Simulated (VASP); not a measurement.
```yaml
crystal:
  lattice:
    - [0.00000, 1.96989, 1.96989]
    - [1.96989, 0.00000, 1.96989]
    - [1.96989, 1.96989, 0.00000]
  atoms:
    - { symbol: Pd, position: [0.00000, 0.00000, 0.00000] }
```

The numbers are results of RPBE GGA, VASP's PBE PAW potentials (set 64) (plane waves; VASP), not measurements. Numerical set-up: 520 eV cut-off, 16×16×16 Γ-centred mesh, first-order Methfessel-Paxton smearing of 0.10 eV, potentials Pd.

### Question
Predict the energy per atom (σ→0), pressure, band gap (on the k-mesh) with the smallest direct gap where there is one.

### Answer

```yaml
band gap (on the k-mesh): none (metal, semimetal or under 0.01 eV)
energy per atom (σ→0): -4.621 eV/atom
pressure: 4.66 GPa
```

Only differences to runs with the same potentials and settings are physical.

The compound is Pd in the fcc structure. This cell is one point of a volume scan, at 0.97 of the reference volume.
